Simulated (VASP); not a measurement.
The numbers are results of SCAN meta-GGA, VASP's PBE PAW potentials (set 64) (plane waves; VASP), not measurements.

A VASP calculation is set up with these files.

INCAR:
```
ALGO = Normal
EDIFF = 1E-7
ENCUT = 520
ISIF = 2
ISMEAR = 1
LASPH = .True.
LCHARG = .False.
LMAXMIX = 4
LMIXTAU = .True.
LREAL = .False.
LWAVE = .False.
METAGGA = SCAN
NELM = 100
PREC = Accurate
SIGMA = 0.1
SYSTEM = CoGa
```

File POSCAR:
```
CoGa
1
    2.7748736085     0.0000000000     0.0000000000
    0.0000000000     2.7748736085     0.0000000000
    0.0000000000     0.0000000000     2.7748736085
Ga Co
1 1
Direct
  0.5000000000   0.5000000000   0.5000000000
  0.0000000000   0.0000000000   0.0000000000
```

**KPOINTS**
```
Automatic mesh
0
gamma
  13 13 13
```

POTCAR, in this order: Ga_d Co (PBE.64 set). Program: vasp_std.

Output

File OSZICAR:
```
       N       E                     dE             d eps       ncg     rms          rms(c)
DAV:   1     0.767595819479E+02    0.76760E+02   -0.11154E+04  2688   0.277E+03
DAV:   2    -0.322174386220E+02   -0.10898E+03   -0.10676E+03  2646   0.371E+02
DAV:   3    -0.372430490468E+02   -0.50256E+01   -0.50107E+01  2891   0.863E+01
DAV:   4    -0.373192695830E+02   -0.76221E-01   -0.76202E-01  3394   0.986E+00
DAV:   5    -0.373212175239E+02   -0.19479E-02   -0.19479E-02  3062   0.139E+00    0.121E+01
DAV:   6    -0.364345470198E+02    0.88667E+00   -0.34948E+01  2670   0.882E+01    0.133E+01
DAV:   7    -0.337754964182E+02    0.26591E+01   -0.12223E+01  2667   0.569E+01    0.159E+00
DAV:   8    -0.339994999881E+02   -0.22400E+00   -0.63771E-01  3393   0.951E+00    0.232E+00
DAV:   9    -0.339661991719E+02    0.33301E-01   -0.50363E-01  2679   0.111E+01    0.812E-01
DAV:  10    -0.339559369240E+02    0.10262E-01   -0.56109E-02  2600   0.282E+00    0.604E-01
DAV:  11    -0.339547784713E+02    0.11585E-02   -0.74811E-03  2590   0.111E+00    0.465E-01
DAV:  12    -0.339505035440E+02    0.42749E-02   -0.17055E-02  3010   0.192E+00    0.839E-02
DAV:  13    -0.339501455718E+02    0.35797E-03   -0.19866E-03  2576   0.555E-01    0.464E-02
DAV:  14    -0.339500791895E+02    0.66382E-04   -0.72906E-05  2781   0.106E-01    0.427E-02
DAV:  15    -0.339501574459E+02   -0.78256E-04   -0.16320E-04  3151   0.205E-01    0.264E-03
DAV:  16    -0.339501676133E+02   -0.10167E-04   -0.14029E-05  2879   0.456E-02    0.242E-03
DAV:  17    -0.339501812562E+02   -0.13643E-04   -0.18970E-06  2748   0.157E-02    0.877E-04
DAV:  18    -0.339501818535E+02   -0.59728E-06   -0.34316E-07  2709   0.792E-03    0.118E-03
DAV:  19    -0.339501811456E+02    0.70782E-06   -0.14738E-07  1971   0.622E-03    0.480E-04
DAV:  20    -0.339501831780E+02   -0.20324E-05   -0.86782E-08  1911   0.408E-03    0.251E-04
DAV:  21    -0.339501827439E+02    0.43410E-06   -0.89350E-09  1351   0.138E-03    0.110E-04
DAV:  22    -0.339501827132E+02    0.30754E-07   -0.14026E-09  1323   0.499E-04
   1 F= -.33950183E+02 E0= -.33950719E+02  d E =0.160828E-02
```

**OUTCAR**
```
------------------------ aborting loop because EDIFF is reached ----------------------------------------
  FORCE on cell =-STRESS in cart. coord.  units (eV):
  Direction    XX          YY          ZZ          XY          YZ          ZX
  --------------------------------------------------------------------------------------
  Total        2.0431930      2.0431930      2.0431930      0.0000000     -0.0000000      0.0000000
  in kB      153.2111429    153.2111429    153.2111429      0.0000000     -0.0000000      0.0000000
  external PRESSURE =     153.2111429 kB  Pullay stress =       0.0000000 kB
  volume of cell :       21.37
      direct lattice vectors                 reciprocal lattice vectors
     2.774873609  0.000000000  0.000000000     0.360376774  0.000000000  0.000000000
     0.000000000  2.774873609  0.000000000     0.000000000  0.360376774  0.000000000
     0.000000000  0.000000000  2.774873609     0.000000000  0.000000000  0.360376774
 POSITION                                       TOTAL-FORCE (eV/Angst)
 -----------------------------------------------------------------------------------
      1.38744      1.38744      1.38744         0.000000      0.000000      0.000000
      0.00000      0.00000      0.00000         0.000000      0.000000      0.000000
 -----------------------------------------------------------------------------------
    total drift:                                0.000000      0.000000     -0.000000
  FREE ENERGIE OF THE ION-ELECTRON SYSTEM (eV)
  ---------------------------------------------------
  free  energy   TOTEN  =       -33.9501827132 eV

  energy  without entropy=      -33.9517909913  energy(sigma->0) =      -33.95071881
```
(Selected blocks of OUTCAR.)

The compound is CoGa in the CsCl type structure. This cell is one point of a volume scan, at 0.94 of the reference volume. The run is not spin-polarised, so no magnetic state was tried.
